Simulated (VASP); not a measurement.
A run of VASP 6.6.1 is set up as follows.

INCAR

```
SYSTEM = Al18NO
PREC = Accurate ; ENCUT = 520
EDIFF = 1E-6 ; ISMEAR = -1
SIGMA = 0.15 ; LREAL = Auto
LASPH = .True. ; NELM = 100
ALGO = Fast ; ISIF = 2
LWAVE = .False. ; LCHARG = .False.
GGA = PE ; NBANDS = 48
```

The input KPOINTS:

```
regular mesh
0
Gamma
  1 2 1
  0 0 0
```

Contents of POSCAR:

```
Al18NO
1.0
   12.1500000000      0.0000000000      0.0000000000
    0.0000000000      5.7275650000      0.0000000000
    0.0000000000      0.0000000000     15.8637820000
Al N O
18 1 1
Direct
    0.0000000000      0.0000000000      0.0630366706
    0.3333333333      0.0000000000      0.0630366706
    0.6666666667      0.0000000000      0.0630366706
    0.0000000000      0.5000030554      0.0630366706
    0.3333333333      0.5000030554      0.0630366706
    0.6666666667      0.5000030554      0.0630366706
    0.1896296296      0.2753526149      0.1499516320
    0.5023045267      0.2673387382      0.1526811198
    0.8605925926      0.2644230140      0.1606993843
    0.1763786008      0.7719685416      0.1611343373
    0.4823621399      0.7450286466      0.1865570266
    0.8468641975      0.7791618253      0.1333603803
    0.0193827160     -0.0123612739      0.2284196795
    0.3117201646      0.0499165003      0.2641488644
    0.7197366255     -0.0230115241      0.2680382269
    0.0423539095      0.4825785478      0.2674456822
    0.3171851852      0.5354806100      0.2570698463
    0.6433744856      0.5280254349      0.2508544306
    0.9205267490      0.2273915704      0.2605179522
    0.6714238683      0.2547679511      0.2579397523
```

Potentials or basis: VASP PAW PBE potentials, release 64 (Al, N, O).

Run with:

```console
$ cat potpaw_PBE.64/Al/POTCAR potpaw_PBE.64/N/POTCAR potpaw_PBE.64/O/POTCAR > POTCAR
$ mpirun -np 1 vasp_std > vasp.out
```

Problem. Estimate the largest force.

Solution. 4.476 eV/Å.

Problem. Predict the band gap on the k mesh.

Solution. None (metal or under the smearing width).

Forces on the atoms (eV/Å):
```
Al   0.893 -0.071 -1.057
Al   0.249 -0.093 -0.158
Al  -0.079 -0.139  0.286
Al   0.709  0.428 -0.248
Al   0.482  0.524 -0.329
Al   0.281  0.334  0.187
Al  -1.224 -0.149  0.286
Al  -0.433 -0.671  0.010
Al  -1.454  0.559 -1.819
Al  -0.144 -0.317 -0.578
Al   0.097  0.886 -0.230
Al  -1.265 -0.673  0.219
Al  -0.569 -0.097  1.225
Al   0.620 -0.368  0.052
Al   0.454 -1.667 -0.326
Al  -0.917 -0.210 -0.535
Al   0.260 -0.265  0.664
Al  -0.180  4.469 -0.180
N    1.897  0.329  1.545
O    0.321 -2.806  0.989
```

Caveat: the k mesh is coarse (spacing up to 0.55 Å⁻¹), so the values aren't converged; an odd number of electrons without spin polarisation forces a metal; a magnetic or distorted state may lie lower.
